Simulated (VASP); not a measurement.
Consider the following.

```xyz
1
Lattice="0.0000 1.9171 1.9171 1.9171 0.0000 1.9171 1.9171 1.9171 0.0000" Properties=species:S:1:pos:R:3 pbc="T T T"
Os     0.0000     0.0000     0.0000
```

Calculation: r2SCAN meta-GGA, VASP's PBE PAW potentials (set 64) (plane waves; VASP 6.6.1). Run with 400 eV cut-off, 18×18×18 Γ-centred mesh, tetrahedra with Blöchl corrections, potentials Os.

Unless said otherwise, spin-orbit coupling is left out, though it shifts the bands of the heavy elements here.

Q: Estimate the energy per atom (σ→0), band gap (over mesh and band path) with the smallest direct gap where there is one.

A: 
```json
{
 "band gap (over mesh and band path)": "none (metal, semimetal or under 0.01 eV)",
 "energy per atom (σ→0)": "-52853 meV/atom"
}
```

Only differences to runs with the same potentials and settings are physical.

The structure was generated: Os was put into the fcc type (Fm-3m), which need not be its known phase. It was relaxed first.
